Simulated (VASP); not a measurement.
Data:

```xyz
6
Lattice="4.6435 0.0000 0.0000 0.0000 4.6435 0.0000 0.0000 0.0000 3.0687" Properties=species:S:1:pos:R:3 pbc="T T T"
Mg     0.0000     0.0000     0.0000
Mg     2.3217     2.3217     1.5343
F      1.4060     1.4060     0.0000
F      3.7277     0.9158     1.5343
F      0.9158     3.7277     1.5343
F      3.2375     3.2375     0.0000
```

Method: PBE GGA with D3 dispersion (Becke-Johnson damping), VASP's PBE PAW potentials (set 64) (plane waves; VASP). Numerical set-up: 520 eV cut-off, 5×5×7 Γ-centred mesh, Gaussian smearing of 0.050 eV, potentials Mg F.

Q: Predict the energy per atom (σ→0), band gap (on the k-mesh) with the smallest direct gap where there is one.

A: 
The band gap (on the k-mesh) is 7.00 eV and the smallest direct gap (on the k-mesh) is 7.00 eV. The energy per atom (σ→0) comes out as -5.399 eV/atom.

Only differences to runs with the same potentials and settings are physical.

The compound is MgF2 in the rutile structure. It was relaxed first. The start is the result of an earlier pass.
